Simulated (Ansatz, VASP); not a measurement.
**Two plane-wave programs on NaLu**

```
CELL_PARAMETERS angstrom
0.00000 3.16732 3.16732
3.16732 0.00000 3.16732
3.16732 3.16732 0.00000
ATOMIC_POSITIONS crystal
Na 0.50000 0.50000 0.50000
Lu 0.00000 0.00000 0.00000
```

Change from the starting cell: species swapped into the ScAs type (Fm-3m, No. 225).

Alike in both runs: task relaxation of cell and atoms; functional PBE; k mesh 16 × 16 × 16; occupations gaussian, width 0.1 eV; no spin polarisation.

|  | VASP | Ansatz |
| --- | --- | --- |
| version | VASP 6.6.1 | Ansatz 0.2.0 |
| potentials or method | VASP PAW PBE potentials, release 64 (Na_pv, Lu) | scalar-relativistic, plane waves, PAW |
| plane-wave cutoff (eV) | 600 | 420 |
| valence electrons in the cell | 32 | 34 |

Ansatz gave:

```
gap on the k mesh at the Fermi level, each at its own relaxed structure (eV) : none
relaxed volume (Å³/atom)                                                     : 32.14
relaxed cell length with the largest relative difference (Å)                 : 4.496
```

What did VASP give for the same quantities?

gap on the k mesh at the Fermi level, each at its own relaxed structure (eV): none; relaxed volume (Å³/atom): 32.27; relaxed cell length with the largest relative difference (Å): 4.502.

A gap of «none» marks a metal or a gap that the smearing closes. The two sets of potentials don't hold the same shells in valence.

The runs have no spin-orbit coupling, so splittings on Lu are missing.
